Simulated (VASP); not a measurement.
# TiRh (P4/mmm) in VASP: notebook

The runs below take TiRh through single point, relaxation of cell and atoms, with LDA.

Program: VASP 6.6.1. These are calculated values, not measurements. Logs are shortened: lines on timing, memory, paths and dates and some standing lists are left out, and cuts for length are marked.

**1. Starting point**

It takes space group P4/mmm (No. 123, tetragonal). The conventional cell has a = 2.900 Å, b = 2.900 Å, c = 3.343 Å, α = 90.00°, β = 90.00°, γ = 90.00°. Ti (site symmetry 4/mmm) has 8 Rh at 2.65 Å and 4 Ti at 2.90 Å as nearest neighbours. Rh (site symmetry 4/mmm) is surrounded by 8 Ti at 2.65 Å and 4 Rh at 2.90 Å.

**2. Single point, LDA**

Contents of INCAR:

```
PREC = Accurate
ENCUT = 520
EDIFF = 1E-7
ISMEAR = 0
SIGMA = 0.1
LREAL = F
LASPH = T
NELM = 100
ALGO = Fast
ISIF = 2
LWAVE = F
LCHARG = F
NBANDS = 20
```

Contents of KPOINTS:

```
regular mesh
0
Gamma
  14 14 12
```

Contents of POSCAR:

```
TiRh
1.0
    2.9001087339      0.0000000000      0.0000000000
    0.0000000000      2.9001087339      0.0000000000
    0.0000000000      0.0000000000      3.3426011903
Ti Rh
1 1
Direct
    0.5000000000      0.5000000000      0.5000000000
    0.0000000000      0.0000000000      0.0000000000
```

Potentials or basis: VASP PAW LDA potentials, release 64 (Ti_sv, Rh_pv).

On the command line:

```console
cat potpaw_LDA.64/Ti_sv/POTCAR potpaw_LDA.64/Rh_pv/POTCAR > POTCAR
mpirun -np 1 vasp_std > vasp.out
```

OUTCAR:

```text
PREC = Accurate
   ENCUT = 520
   EDIFF = 1E-7
   ISMEAR = 0
   LREAL = F
   LASPH = T
   NELM = 100
   ISIF = 2

 ion  position               nearest neighbor table
   1  0.500  0.500  0.500-   2 2.65   2 2.65   2 2.65   2 2.65   2 2.65   2 2.65   2 2.65   2 2.65

   2  0.000  0.000  0.000-   1 2.65   1 2.65   1 2.65   1 2.65   1 2.65   1 2.65   1 2.65   1 2.65

  LATTYP: Found a simple tetragonal cell.
 ALAT       =     2.9001087339
 C/A-ratio  =     1.1525778848

  Lattice vectors:

 A1 = (   2.9001087339,   0.0000000000,   0.0000000000)
 A2 = (   0.0000000000,   2.9001087339,   0.0000000000)
 A3 = (   0.0000000000,   0.0000000000,   3.3426011903)

Analysis of symmetry for initial positions (statically):
=====================================================================
 Subroutine PRICEL returns:
 Original cell was already a primitive cell.

 Routine SETGRP: Setting up the symmetry group for a
 simple tetragonal supercell.

 Subroutine GETGRP returns: Found 16 space group operations
 (whereof 16 operations were pure point group operations)
 out of a pool of 16 trial point group operations.

The static configuration has the point symmetry D_4h.

Analysis of symmetry for dynamics (positions and initial velocities):
=====================================================================
 Subroutine PRICEL returns:
 Original cell was already a primitive cell.

 Routine SETGRP: Setting up the symmetry group for a
 simple tetragonal supercell.

 Subroutine GETGRP returns: Found 16 space group operations
 (whereof 16 operations were pure point group operations)
 out of a pool of 16 trial point group operations.

The dynamic configuration has the point symmetry D_4h.

 Subroutine INISYM returns: Found 16 space group operations
 (whereof 16 operations are pure point group operations),
 and found     1 'primitive' translations

----------------------------------------------------------------------------------------

                                     Primitive cell

  volume of cell :      28.1134

  direct lattice vectors                    reciprocal lattice vectors
     2.900108734  0.000000000  0.000000000     0.344814658  0.000000000  0.000000000
     0.000000000  2.900108734  0.000000000     0.000000000  0.344814658  0.000000000
     0.000000000  0.000000000  3.342601190     0.000000000  0.000000000  0.299168206

  length of vectors
[... 81 lines left out ...]
   NELM   =    100;   NELMIN=  2; NELMDL= -5     # of ELM steps
   EDIFF  = 0.1E-06   stopping-criterion for ELM
   LREAL  =      F    real-space projection
   EDIFFG = 0.1E-05   stopping-criterion for IOM
   NSW    =      0    number of steps for IOM
   IBRION =     -1    ionic relax: 0-MD 1-quasi-New 2-CG
   NFREE  =      0    steps in history (QN), initial steepest desc. (CG)
   ISIF   =      2    stress and relaxation
   ISYM   =      2    0-nonsym 1-usesym 2-fastsym
   POTIM  = 0.5000    time-step for ionic-motion
   TEBEG  =    0.0;   TEEND  =   0.0 temperature during run
   PSTRESS=    0.0 pullay stress
   NELECT =      27.0000    total number of electrons
   NUPDOWN=      -1.0000    fix difference up-down
   EMIN   =  10.00;   EMAX   =-10.00  energy-range for DOS
   EFERMI =   0.00;   METHOD = LEGACY
   ISMEAR =     0;   SIGMA  =   0.10  broadening in eV -4-tet -1-fermi 0-gaus
   EFERMI_NEDOS =   21; number of points for ismear=-14 and -15
   IALGO  =     68    algorithm
   IMIX   =      4    mixing-type and parameters
     AMIX     =   0.40;   BMIX     =  1.00
     AMIX_MAG =   1.60;   BMIX_MAG =  1.00
  volume/ion in A,a.u.               =      14.06        94.86
  Fermi-wavevector in a.u.,A,eV,Ry     =   1.615195  3.052277 35.495639  2.608856
  Thomas-Fermi vector in A             =   2.709982
   LORBIT       =      0    0 simple, 1 ext, 2 COOP (PROOUT), +10 PAW based schemes
   GGA     = CA    functional components
   LHFCALC =     F    Hartree Fock is set to
   AEXX    =    0.0000 exact exchange contribution
   IVDW    =     0    specifies the selected vdW correction
   LEPSILON=     F    determine dielectric tensor
   LRPA    =     F    only Hartree local field effects (RPA)
 non-spin polarized calculation
 RMM-DIIS sequential band-by-band and
 Gauss-broadening in eV      SIGMA  =   0.10
  energy-cutoff  :      520.00
  volume of cell :       28.11
 maximum number of plane-waves:       789
 NGX is ok and might be reduce to    24
   NGX = 11   NGY = 11   NGZ = 13

 number of electron      27.0000008 magnetization

 Free energy of the ion-electron system (eV)
  ---------------------------------------------------
  ext. energy  EPLUGINS =         0.00000000
  ---------------------------------------------------
  free energy    TOTEN  =       -18.74878728 eV

  energy without entropy =      -18.73453243  energy(sigma->0) =      -18.74165985

 E-fermi :  11.3602     XC(G=0): -13.5294

 val. band max:       11.3555890991   @ k =   0.2143   0.0714   0.4167
 cond. band min:      11.3619626427   @ k =   0.5000   0.4286   0.3333
 fundamental gap:      0.0063735436
 Fermi energy:        11.3602045098

 k-point     1 :       0.0000    0.0000    0.0000
  band No.  band energies     occupation
      1     -45.2609      2.00000
      2     -35.2961      2.00000
      3     -35.2217      2.00000
      4     -35.2217      2.00000
      5     -21.8426      2.00000
      6     -21.6894      2.00000
[... 541 lines left out ...]
     19      17.1319      0.00000
     20      23.0964      0.00000

 [... further k-points ...]

------------------------ aborting loop because EDIFF is reached ----------------------------------------

  FORCE on cell =-STRESS in cart. coord.  units (eV):
  Direction    XX          YY          ZZ          XY          YZ          ZX
  --------------------------------------------------------------------------------------
  -------------------------------------------------------------------------------------
  Total        0.0868398      0.0868398      0.0785208      0.0000000      0.0000000      0.0000000
  in kB        4.9489884      4.9489884      4.4748896      0.0000000      0.0000000      0.0000000
  external PRESSURE =       4.7909555 kB  Pullay stress =       0.0000000 kB

 VOLUME and BASIS-vectors are now :
 -----------------------------------------------------------------------------
  energy-cutoff  :      520.00
  volume of cell :       28.11
      direct lattice vectors                 reciprocal lattice vectors
     2.900108734  0.000000000  0.000000000     0.344814658  0.000000000  0.000000000
     0.000000000  2.900108734  0.000000000     0.000000000  0.344814658  0.000000000
     0.000000000  0.000000000  3.342601190     0.000000000  0.000000000  0.299168206

 POSITION                                       TOTAL-FORCE (eV/Angst)
 -----------------------------------------------------------------------------------
      1.45005      1.45005      1.67130         0.000000      0.000000      0.000000
      0.00000      0.00000      0.00000         0.000000      0.000000      0.000000
 -----------------------------------------------------------------------------------
    total drift:                                0.000000      0.000000     -0.000000

  FREE ENERGIE OF THE ION-ELECTRON SYSTEM (eV)
  ---------------------------------------------------
  free  energy   TOTEN  =       -18.7487872813 eV

  energy  without entropy=      -18.7345324260  energy(sigma->0) =      -18.74165985
```

It took 2.1 min on 1 thread of Intel Xeon 6975P-C (Granite Rapids), shared host; peak memory 0.25 GiB.

Results:

```
Free energy            : -18.7488 eV
Pressure               : 0.5 GPa
Band gap on the k mesh : none (metal or under the smearing width)
```

**3. Relaxation of cell and atoms, LDA**

Contents of INCAR:

```
SYSTEM = TiRh
PREC = Accurate
ENCUT = 600
EDIFF = 1E-7
ISMEAR = 0
SIGMA = 0.1
LREAL = .False.
LASPH = .True.
NELM = 100
ALGO = Fast
ISIF = 3
LWAVE = .False.
LCHARG = .False.
IBRION = 2
NSW = 100
EDIFFG = -0.005
```

Contents of KPOINTS:

```
regular mesh
0
Gamma
  14 14 12
  0 0 0
```

Contents of POSCAR:

```
TiRh
1.0
    2.8871121725      0.0000000000      0.0000000000
    0.0000000000      2.8871121725      0.0000000000
    0.0000000000      0.0000000000      3.3782759956
Ti Rh
1 1
Direct
    0.5000000000      0.5000000000      0.5000000000
    0.0000000000      0.0000000000      0.0000000000
```

Potentials or basis: VASP PAW LDA potentials, release 64 (Ti_sv, Rh_pv).

On the command line:

```console
cat potpaw_LDA.64/Ti_sv/POTCAR potpaw_LDA.64/Rh_pv/POTCAR > POTCAR
mpirun -np 1 vasp_std > vasp.out
```

OUTCAR:

```text
SYSTEM = TiRh
   PREC = Accurate
   ENCUT = 600
   EDIFF = 1E-7
   ISMEAR = 0
   LREAL = .False.
   LASPH = .True.
   NELM = 100
   ISIF = 3
   IBRION = 2
   NSW = 100
   EDIFFG = -0.005

 ion  position               nearest neighbor table
   1  0.500  0.500  0.500-   2 2.65   2 2.65   2 2.65   2 2.65   2 2.65   2 2.65   2 2.65   2 2.65

   2  0.000  0.000  0.000-   1 2.65   1 2.65   1 2.65   1 2.65   1 2.65   1 2.65   1 2.65   1 2.65

  LATTYP: Found a simple tetragonal cell.
 ALAT       =     2.8871121725
 C/A-ratio  =     1.1701228750

  Lattice vectors:

 A1 = (   2.8871121725,   0.0000000000,   0.0000000000)
 A2 = (   0.0000000000,   2.8871121725,   0.0000000000)
 A3 = (   0.0000000000,   0.0000000000,   3.3782759956)

Analysis of symmetry for initial positions (statically):
=====================================================================
 Subroutine PRICEL returns:
 Original cell was already a primitive cell.

 Routine SETGRP: Setting up the symmetry group for a
 simple tetragonal supercell.

 Subroutine GETGRP returns: Found 16 space group operations
 (whereof 16 operations were pure point group operations)
 out of a pool of 16 trial point group operations.

The static configuration has the point symmetry D_4h.

Analysis of symmetry for dynamics (positions and initial velocities):
=====================================================================
 Subroutine PRICEL returns:
 Original cell was already a primitive cell.

 Routine SETGRP: Setting up the symmetry group for a
 simple tetragonal supercell.

 Subroutine GETGRP returns: Found 16 space group operations
 (whereof 16 operations were pure point group operations)
 out of a pool of 16 trial point group operations.

The dynamic configuration has the point symmetry D_4h.

 Subroutine INISYM returns: Found 16 space group operations
 (whereof 16 operations are pure point group operations),
 and found     1 'primitive' translations

[... 128 lines left out ...]
 Gauss-broadening in eV      SIGMA  =   0.10
  energy-cutoff  :      600.00
  volume of cell :       28.16
 maximum number of plane-waves:       976
 NGX is ok and might be reduce to    24
   NGX = 11   NGY = 11   NGZ = 13

--------------------------------------- Ionic step        1  -------------------------------------------

 number of electron      27.0000010 magnetization

 Free energy of the ion-electron system (eV)
  ---------------------------------------------------
  ext. energy  EPLUGINS =         0.00000000
  ---------------------------------------------------
  free energy    TOTEN  =       -18.74689458 eV

  energy without entropy =      -18.73186480  energy(sigma->0) =      -18.73937969

------------------------ aborting loop because EDIFF is reached ----------------------------------------

  FORCE on cell =-STRESS in cart. coord.  units (eV):
  Direction    XX          YY          ZZ          XY          YZ          ZX
  --------------------------------------------------------------------------------------
  -------------------------------------------------------------------------------------
  Total        0.1063544      0.1063544     -0.1946856      0.0000000      0.0000000     -0.0000000
  in kB        6.0512302      6.0512302    -11.0769978      0.0000000      0.0000000     -0.0000000
  external PRESSURE =       0.3418209 kB  Pullay stress =       0.0000000 kB
[... 203 lines left out ...]
--------------------------------------- Ionic step        7  -------------------------------------------

 number of electron      27.0000008 magnetization

 Free energy of the ion-electron system (eV)
  ---------------------------------------------------
  ext. energy  EPLUGINS =         0.00000000
  ---------------------------------------------------
  free energy    TOTEN  =       -18.74851517 eV

  energy without entropy =      -18.73425790  energy(sigma->0) =      -18.74138653

 E-fermi :  11.3332     XC(G=0): -13.5185

 val. band max:       11.3291158864   @ k =   0.5000   0.4286   0.3333
 cond. band min:      11.3388596259   @ k =   0.4286   0.0714   0.2500
 fundamental gap:      0.0097437395
 Fermi energy:        11.3332114666

 k-point     1 :       0.0000    0.0000    0.0000
  band No.  band energies     occupation
      1     -45.2929      2.00000
      2     -35.3199      2.00000
      3     -35.2470      2.00000
      4     -35.2470      2.00000
      5     -21.8746      2.00000
      6     -21.7228      2.00000
[... 457 lines left out ...]
      4     -35.2932      2.00000
      5     -22.0264      2.00000
      6     -21.8479      2.00000
[... 9 lines left out ...]
     16      12.4265      0.00000
     17      13.0094      0.00000

 [... further k-points ...]

------------------------ aborting loop because EDIFF is reached ----------------------------------------

  FORCE on cell =-STRESS in cart. coord.  units (eV):
  Direction    XX          YY          ZZ          XY          YZ          ZX
  --------------------------------------------------------------------------------------
  -------------------------------------------------------------------------------------
  Total       -0.0006681     -0.0006681      0.0072479      0.0000000      0.0000000      0.0000000
  in kB       -0.0380057     -0.0380057      0.4122789      0.0000000      0.0000000      0.0000000
  external PRESSURE =       0.1120892 kB  Pullay stress =       0.0000000 kB
[... 17 lines left out ...]
  FREE ENERGIE OF THE ION-ELECTRON SYSTEM (eV)
  ---------------------------------------------------
  free  energy   TOTEN  =       -18.7485151683 eV

  energy  without entropy=      -18.7342578981  energy(sigma->0) =      -18.74138653

 reached required accuracy - stopping structural energy minimisation
```

Wall time 4.5 min (1 thread of Intel Xeon 6975P-C (Granite Rapids), shared host); peak memory 0.28 GiB.

Results:

| Quantity | Value |
| --- | --- |
| Free energy | -18.7485 eV |
| Relaxed volume | 14.08 Å³/atom |
| Relaxed cell | a = 2.903 Å, b = 2.903 Å, c = 3.343 Å, α = 90.00°, β = 90.00°, γ = 90.00° |
| Space group after relaxing (to 0.05 Å) | P4/mmm (No. 123) |
| Energy gained by relaxing | 0.8 meV/atom |
| Ionic steps | 7 |
| Pressure after relaxing | 0.0 GPa |
| Band gap on the k mesh | none (metal or under the smearing width) |

The path:
| step | energy change (eV) | largest force (eV/Å) | pressure (GPa) | volume (Å³) |
| --- | --- | --- | --- | --- |
| 1 | 0.0000 | 0.0000 | 0.03 | 28.16 |
| 2 | -0.0011 | 0.0000 | -0.04 | 28.17 |
| 3 | -0.0016 | 0.0000 | -0.13 | 28.18 |
| 4 | -0.0016 | 0.0000 | -0.13 | 28.18 |
| 5 | -0.0016 | 0.0000 | -0.14 | 28.18 |
| 6 | -0.0016 | 0.0000 | 0.33 | 28.12 |
| 7 | -0.0016 | 0.0000 | 0.01 | 28.17 |

Final structure:
```xyz
2
Lattice="2.9026 0.0000 0.0000 0.0000 2.9026 0.0000 0.0000 0.0000 3.3431" Properties=species:S:1:pos:R:3 pbc="T T T"
Ti    1.4513    1.4513    1.6715
Rh    0.0000    0.0000    0.0000
```
